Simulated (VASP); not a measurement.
Here is the system:

```yaml
crystal:
  lattice:
    - [0.00000, 2.80042, 2.80042]
    - [2.80042, 0.00000, 2.80042]
    - [2.80042, 2.80042, 0.00000]
  atoms:
    - { symbol: Ge, position: [0.00000, 0.00000, 0.00000] }
    - { symbol: Ge, position: [0.25000, 0.25000, 0.25000] }
```

The numbers are results of SCAN meta-GGA, VASP's PBE PAW potentials (set 64) (plane waves; VASP), not measurements. Numerical set-up: 520 eV cut-off, 8×8×8 Γ-centred mesh, Gaussian smearing of 0.050 eV, potentials Ge_d.

The job: Ge (diamond), 2 atoms, SCAN, static run, 520 eV, 8×8×8 Γ-centred mesh. Roughly how much core time does it take on a busy server core?

About 3 core-minutes (one run on a shared machine, a rough figure). It had 29 irreducible k-points, 18 bands, up to 1243 plane waves and 35 electronic steps.

The compound is Ge in the diamond structure. This cell is one point of a volume scan, at 0.97 of the reference volume.
